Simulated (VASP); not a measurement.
# GW on CaO (Lime)

Wanted: how far GW moves the Kohn-Sham levels of CaO (Lime). The cell is of the rock-salt type, one of the forms listed for this formula. The start is a cell from a database of measured crystal structures.

Method: PBE; plane waves and PAW (Ca_sv_GW, O_GW), in the first sound run; inputs show where later runs differ, in VASP 6.6.1.

Most raw output is cut from this account.

## 1. Set-up

The structure is cubic, space group Fm-3m (No. 225). The conventional cell has a = 4.813 Å, b = 4.813 Å, c = 4.813 Å, α = 90.00°, β = 90.00°, γ = 90.00°. Ca has 6 O at 2.41 Å nearest. O has 6 Ca at 2.41 Å nearest. Farther neighbours and most contacts between anions are not listed.

Coordinates:

```cif
data_structure
_symmetry_space_group_name_H-M 'P 1'
_symmetry_Int_Tables_number 1
_cell_length_a 3.4033
_cell_length_b 3.4033
_cell_length_c 3.4033
_cell_angle_alpha 60.000
_cell_angle_beta 60.000
_cell_angle_gamma 60.000
_cell_volume 27.87
loop_
_atom_site_label
_atom_site_type_symbol
_atom_site_fract_x
_atom_site_fract_y
_atom_site_fract_z
_atom_site_occupancy
Ca1 Ca 0.00000 0.00000 0.00000 1
O2 O 0.50000 0.50000 0.50000 1
```

## 2. Ground state

The orbitals come from a self-consistent PBE run with a tight EDIFF and a narrow smearing. KPOINTS_OPT adds the bands along a path, which shows whether the mesh holds the band edges.

Contents of INCAR:

```
SYSTEM = CaO
PREC = Accurate
ENCUT = 440
EDIFF = 1E-08
NELM = 100
ISMEAR = 0
SIGMA = 0.01
LREAL = .FALSE.
ALGO = Normal
GGA = PE
NBANDS = 14
LORBIT = 11
LWAVE = .TRUE.
LCHARG = .FALSE.
KPAR = 8
```

Contents of POSCAR:

```
CaO
1.0
    0.0000000000      2.4065000000      2.4065000000
    2.4065000000      0.0000000000      2.4065000000
    2.4065000000      2.4065000000      0.0000000000
Ca O
1 1
Direct
    0.0000000000      0.0000000000      0.0000000000
    0.5000000000      0.5000000000      0.5000000000
```

Contents of KPOINTS:

```
Automatic mesh
0
Gamma
6 6 6
0 0 0
```

Contents of KPOINTS_OPT:

```
Line mode
12
Line-mode
Reciprocal
  0.00000000   0.00000000   0.00000000 GAMMA
  0.50000000   0.00000000   0.50000000 X

  0.50000000   0.00000000   0.50000000 X
  0.50000000   0.25000000   0.75000000 W

  0.50000000   0.25000000   0.75000000 W
  0.37500000   0.37500000   0.75000000 K

  0.37500000   0.37500000   0.75000000 K
  0.00000000   0.00000000   0.00000000 GAMMA

  0.00000000   0.00000000   0.00000000 GAMMA
  0.50000000   0.50000000   0.50000000 L

  0.50000000   0.50000000   0.50000000 L
  0.62500000   0.25000000   0.62500000 U

  0.62500000   0.25000000   0.62500000 U
  0.50000000   0.25000000   0.75000000 W

  0.50000000   0.25000000   0.75000000 W
  0.50000000   0.50000000   0.50000000 L

  0.50000000   0.50000000   0.50000000 L
  0.37500000   0.37500000   0.75000000 K

  0.62500000   0.25000000   0.62500000 U
  0.50000000   0.00000000   0.50000000 X
```

Potentials, in the order of the species: Ca_sv_GW and O_GW (PBE family, release 64).

On the command line:

```bash
$ mpirun -np 8 vasp_std
```

Wall time 12 s (8 MPI ranks of AMD EPYC 7R43, shared host); peak memory 0.98 GiB; 82 s of CPU time.

This step gave:

* free energy (TOTEN): -17.77 eV
* Fermi energy: 4.663 eV
* pressure: -1.762 GPa
* least gap on mesh and path: 3.653 eV
* least direct gap on mesh and path: 4.033 eV

The highest empty bands on the path are converged less tightly, to about 0.1 eV. The electronic bands at the labelled points (eV, zero at the valence-band top; v1 is the highest filled band, c1 the lowest empty one):

```tsv
point	v3	v2	v1	c1	c2	c3	c4
Γ	0.00	0.00	0.00	4.70	6.23	6.23	6.23
0.45 of the way	-1.58	-0.27	-0.27	4.89	6.38	7.81	7.81
X	-1.31	-0.38	-0.38	3.65	8.02	8.87	9.51
0.45 of the way	-1.27	-0.78	-0.62	4.35	8.23	8.45	9.31
W	-1.27	-1.07	-1.07	6.31	6.31	8.36	9.51
0.45 of the way	-1.30	-1.17	-0.89	5.52	7.24	8.42	9.37
K	-1.33	-1.22	-0.78	5.14	7.97	8.53	9.02
0.45 of the way	-1.91	-0.99	-0.64	6.17	7.17	7.36	8.15
Γ	0.00	0.00	0.00	4.70	6.23	6.23	6.23
0.45 of the way	-1.34	-0.57	-0.57	6.19	6.57	7.03	7.03
L	-2.61	-1.18	-1.18	7.04	8.34	8.34	8.45
0.45 of the way	-2.23	-1.15	-1.08	6.67	7.32	8.49	9.06
U	-1.33	-1.22	-0.78	5.14	7.97	8.53	9.02
0.45 of the way	-1.31	-1.19	-0.86	5.41	7.42	8.45	9.31
W	-1.27	-1.07	-1.07	6.31	6.31	8.36	9.51
0.45 of the way	-1.95	-1.11	-1.03	6.68	6.72	8.82	8.84
L	-2.61	-1.18	-1.18	7.04	8.34	8.34	8.45
0.45 of the way	-2.23	-1.15	-1.08	6.67	7.32	8.49	9.06
K	-1.33	-1.22	-0.78	5.14	7.97	8.53	9.02
jump to U	-1.33	-1.22	-0.78	5.14	7.97	8.53	9.02
0.45 of the way	-1.29	-0.75	-0.53	4.16	8.24	8.83	9.17
X	-1.31	-0.38	-0.38	3.65	8.02	8.87	9.51
```

Of the projections kept (Ca, O), the largest for each band there; the rest of the weight can lie on other orbitals:

```tsv
point	v3	v2	v1	c1	c2	c3	c4
Γ	O 0.99	O 0.99	O 0.99	Ca 0.78	Ca 1.00	Ca 1.00	Ca 1.00
X	O 0.88	O 0.96	O 0.96	Ca 1.00	Ca 0.89	Ca 1.00	Ca 1.00
W	O 0.82	O 0.88	O 0.88	Ca 0.82	Ca 0.82	Ca 0.92	Ca 1.00
K	O 0.82	O 0.87	O 0.89	Ca 0.86	Ca 0.81	Ca 0.89	Ca 1.00
Γ	O 0.99	O 0.99	O 0.99	Ca 0.78	Ca 1.00	Ca 1.00	Ca 1.00
L	O 0.67	O 0.83	O 0.83	Ca 0.68	Ca 0.93	Ca 0.93	Ca 0.64
```

The cell has a gap of 3.65 eV on mesh and path.

## 3. Empty bands, functional PBE

ALGO = Exact makes the empty bands from the converged ground state in one step. LOPTICS writes the k-derivatives of the orbitals (WAVEDER), which give the long-wavelength limit of the screening.

Contents of INCAR:

```
SYSTEM = CaO
PREC = Accurate
ENCUT = 440
ISMEAR = 0
SIGMA = 0.01
LREAL = .FALSE.
GGA = PE
NBANDS = 184
ALGO = Exact
NELM = 1
LWAVE = .TRUE.
LCHARG = .FALSE.
LOPTICS = .TRUE.
NEDOS = 1000
CSHIFT = 0.1
```

POSCAR is that of step 2.

KPOINTS is that of step 2.

On the command line:

```bash
$ mpirun -np 8 vasp_std
```

Run time: 7.6 s. Hardware: 8 MPI ranks; peak memory 0.8 GiB; 50 s of CPU time.

The gap is read on the k-mesh alone, so it is an upper bound where the band edges lie off the mesh.

A gap read on the k-mesh alone can miss the band edges.

Numbers from this step:

| Item | Value |
| --- | --- |
| gap on the k-mesh | 3.653 eV |
| least direct gap on the k-mesh | 4.033 eV |

WAVECAR now holds 184 bands for 16 electrons. Its independent-particle dielectric tensor has xx, yy, zz = 3.9, 3.9, 3.9 on this mesh, which isn't tested for convergence in mesh or bands and lacks local fields.

## 4. evGW0

This step: evGW0 on PBE; plane waves and PAW (Ca_sv_GW, O_GW) (VASP 6.6.1).

The lowest NBANDSGW levels in G are updated for four passes while W stays fixed, so the result depends less on the starting levels.

Contents of INCAR:

```
SYSTEM = CaO
PREC = Accurate
ENCUT = 440
ISMEAR = 0
SIGMA = 0.01
LREAL = .FALSE.
GGA = PE
NBANDS = 184
ALGO = EVGW0
NELMGW = 4
ENCUTGW = 200
NOMEGA = 48
PRECFOCK = Fast
NBANDSGW = 16
LWAVE = .FALSE.
LCHARG = .FALSE.
```

POSCAR is that of step 3.

KPOINTS is that of step 3.

On the command line:

```bash
$ mpirun -np 8 vasp_std
```

Wall time 19 min (8 MPI ranks); peak memory 1.8 GiB.

Numbers from this step:

- quasiparticle gap on the mesh: 6.487 eV
- smallest direct quasiparticle gap on the mesh: 6.788 eV
- gap of the starting orbitals on the mesh: 3.653 eV

QP gap by iteration, by row:

```tsv
iteration	gap (eV)	direct gap (eV)
1	5.949	6.351
2	6.385	6.703
3	6.47	6.774
4	6.487	6.788
```

GW takes the gap from 3.653 to 6.487 eV. The last pass still moved it by +17 meV. The value holds for 184 bands, ENCUTGW = 200 eV and this mesh, and isn't shown to be converged in them.

## 5. QPGW0

This step: QPGW0 on PBE; plane waves and PAW (Ca_sv_GW, O_GW) (VASP 6.6.1).

Here the orbitals are updated too, by diagonalising a Hermitian self-energy in the bands up to NBANDSGW.

Changes to INCAR since step 4:

```diff
@@ -8,3 +8,3 @@
 NBANDS = 184
-ALGO = EVGW0
+ALGO = QPGW0
 NELMGW = 4
@@ -13,3 +13,3 @@
 PRECFOCK = Fast
-NBANDSGW = 16
+NBANDSGW = 24
 LWAVE = .FALSE.
```

POSCAR is that of step 4.

KPOINTS is that of step 4.

On the command line:

```bash
$ mpirun -np 8 vasp_std
```

Elapsed: 49 min, on 8 MPI ranks; peak memory 3.1 GiB.

Numbers from this step:

```
quasiparticle gap on the mesh                 : 6.713 eV
smallest direct quasiparticle gap on the mesh : 7.142 eV
```

QP gap by iteration, by row:

```tsv
iteration	gap (eV)	direct gap (eV)
1	5.871	6.355
2	6.329	6.797
3	6.609	7.041
4	6.713	7.142
```

GW takes the gap from 3.653 to 6.713 eV. That is +226 meV against evGW0 on PBE. The last pass still moved it by +104 meV. The value holds for 184 bands, ENCUTGW = 200 eV and this mesh, and isn't shown to be converged in them.

## 6. Orbitals for another starting point

This step: PBE; plane waves and PAW (Ca_sv_GW, O_GW) (VASP 6.6.1).

A hybrid converges faster from good orbitals, so a cheap PBE run writes WAVECAR first.

Contents of INCAR:

```
SYSTEM = CaO
PREC = Accurate
ENCUT = 440
EDIFF = 1E-05
NELM = 100
ISMEAR = 0
SIGMA = 0.01
LREAL = .FALSE.
ALGO = Normal
GGA = PE
NBANDS = 14
LORBIT = 11
LWAVE = .TRUE.
LCHARG = .FALSE.
KPAR = 8
```

POSCAR is that of step 5.

KPOINTS is that of step 5.

On the command line:

```bash
$ mpirun -np 8 vasp_std
```

It took 2.8 s on 8 MPI ranks; peak memory 0.87 GiB.

This step gave:

```yaml
pressure: -1.699 GPa
```

The run ends at a pressure of -1.70 GPa.

## 7. Another starting point

This step: HSE06; plane waves and PAW (Ca_sv_GW, O_GW) (VASP 6.6.1).

To see how much the result owes to its start, the ground state is made again with HSE06. A small SIGMA keeps every occupation at zero or full.

Contents of INCAR:

```
SYSTEM = CaO
PREC = Accurate
ENCUT = 440
EDIFF = 1E-08
NELM = 100
ISMEAR = 0
SIGMA = 0.01
LREAL = .FALSE.
ALGO = Normal
LHFCALC = .TRUE.
AEXX = 0.25
GGA = PE
HFSCREEN = 0.2
LASPH = .TRUE.
NBANDS = 14
PRECFOCK = Fast
LORBIT = 11
LWAVE = .TRUE.
LCHARG = .FALSE.
KPAR = 8
```

POSCAR is that of step 6.

KPOINTS is that of step 6.

The WAVECAR or CHGCAR of an earlier step is read.

On the command line:

```bash
$ mpirun -np 8 vasp_std
```

It took 2.3 min on 8 MPI ranks; peak memory 1.6 GiB; 18 min of CPU time.

The PAW data sets were made with PBE, which is usual practice but a small mismatch for other functionals.

Numbers from this step:

* free energy (TOTEN): -20.83 eV
* Fermi energy: 3.585 eV
* gap on the k-mesh: 5.343 eV
* least direct gap on the k-mesh: 5.774 eV

## 8. Empty bands, functional HSE06

The next step needs empty bands that the ground-state run didn't converge, so the Hamiltonian is diagonalised exactly for NBANDS bands, in a single step. LOPTICS writes the k-derivatives of the orbitals (WAVEDER), which give the long-wavelength limit of the screening.

Contents of INCAR:

```
SYSTEM = CaO
PREC = Accurate
ENCUT = 440
ISMEAR = 0
SIGMA = 0.01
LREAL = .FALSE.
LHFCALC = .TRUE.
AEXX = 0.25
GGA = PE
HFSCREEN = 0.2
LASPH = .TRUE.
NBANDS = 184
PRECFOCK = Fast
ALGO = Exact
NELM = 1
LWAVE = .TRUE.
LCHARG = .FALSE.
LOPTICS = .TRUE.
NEDOS = 1000
CSHIFT = 0.1
```

POSCAR is that of step 7.

KPOINTS is that of step 7.

The run starts from files that an earlier step left in the folder.

On the command line:

```bash
$ mpirun -np 8 vasp_std
```

Elapsed: 6.9 min, on 8 MPI ranks; peak memory 1.7 GiB; 55 min of CPU time.

## 9. G0W0

This step: G0W0 on HSE06; plane waves and PAW (Ca_sv_GW, O_GW) (VASP 6.6.1).

G0W0 keeps orbitals and screening fixed and shifts each of the lowest NBANDSGW levels once.

Contents of INCAR:

```
SYSTEM = CaO
PREC = Accurate
ENCUT = 440
ISMEAR = 0
SIGMA = 0.01
LREAL = .FALSE.
LHFCALC = .TRUE.
AEXX = 0.25
GGA = PE
HFSCREEN = 0.2
LASPH = .TRUE.
NBANDS = 184
PRECFOCK = Fast
ALGO = EVGW0
NELMGW = 1
ENCUTGW = 200
NOMEGA = 48
NBANDSGW = 16
LWAVE = .FALSE.
LCHARG = .FALSE.
```

POSCAR is that of step 8.

KPOINTS is that of step 8.

The run starts from files that an earlier step left in the folder.

On the command line:

```bash
$ mpirun -np 8 vasp_std
```

It took 2.8 min on 8 MPI ranks; peak memory 2.5 GiB; 23 min of CPU time.

This step gave:

| Quantity | Value |
| --- | --- |
| quasiparticle gap on the mesh | 6.648 eV |
| smallest direct quasiparticle gap on the mesh | 7.124 eV |
| gap of the starting orbitals on the mesh | 5.343 eV |

GW takes the gap from 5.343 to 6.648 eV. That is +700 meV against the one-shot pass on PBE. The value holds for 184 bands, ENCUTGW = 200 eV and this mesh, and isn't shown to be converged in them.

## 10. Summary

This step: GW series: evGW0 on PBE, QPGW0 on PBE, G0W0 on HSE06; plane waves and PAW (VASP 6.6.1).

This step runs nothing: it gathers the runs above.

Cost is wall time times ranks on a shared host, with the step that makes the empty bands. GW runs:

```tsv
level	bands	ENCUTGW (eV)	NOMEGA	k mesh	starting gap (eV)	quasiparticle gap (eV)	direct gap (eV)	cost (core minutes)
evGW0 on PBE	184	200	48	6x6x6	3.653	6.487	6.788	153.6
QPGW0 on PBE	184	200	48	6x6x6	3.653	6.713	7.142	392
G0W0 on HSE06	184	200	48	6x6x6	5.343	6.648	7.124	78.15
```

## 11. Results

- evGW0 on PBE, 184 bands, ENCUTGW 200 eV, NOMEGA 48, mesh 6×6×6: 3.653 → 6.487 eV
- QPGW0 on PBE, 184 bands, ENCUTGW 200 eV, NOMEGA 48, mesh 6×6×6: 3.653 → 6.713 eV
- G0W0 on HSE06, 184 bands, ENCUTGW 200 eV, NOMEGA 48, mesh 6×6×6: 5.343 → 6.648 eV

In words: evGW0 gives a quasiparticle gap of 6.487 eV on the mesh, 2.83 eV over the PBE gap on the same mesh. On mesh and path the starting valence top lies at Γ and the conduction bottom at (0.5, 0.5, 0), so the starting gap is indirect. Both points lie on the GW mesh. Over the final values of the levels run here the gap spans 6.49 to 6.71 eV. In evGW0 the first pass, which is the one-shot result, gives 5.949 eV and pass 4 gives 6.487 eV; the last pass changed the gap by +17 meV, so more passes would move it further. In QPGW0 the first pass gives 5.871 eV and pass 4 gives 6.713 eV; the last pass changed the gap by +104 meV, so more passes would move it further. One-shot gaps: 5.949 eV from PBE and 6.648 eV from HSE06. The starting gaps span 1.69 eV and the one-shot gaps 0.70 eV. Bands, response cutoff and mesh weren't tested for convergence. Not tabulated here, as repeats of values shown or as unfit to read for their mesh, reference level or band range: eps2 curves (empty bands); eps1 curves and static values (empty bands); gaps (empty bands).

[Lines on the potential files, build, host, timing and source positions are cut from VASP's logs without a mark.]

[Logs are printed without paths, hosts, clocks, repeated set-up lines and the standing remarks that a program may print on its own settings, such as how far it seeks lower states.]

[Hosts, paths, dates, database ids (printed as entryN), source tags and the programs' standing remarks are cut or masked in the printed files.]

[Pressures printed for these runs are not shown converged in the cutoff: they can be off by several GPa and have the wrong sign.]
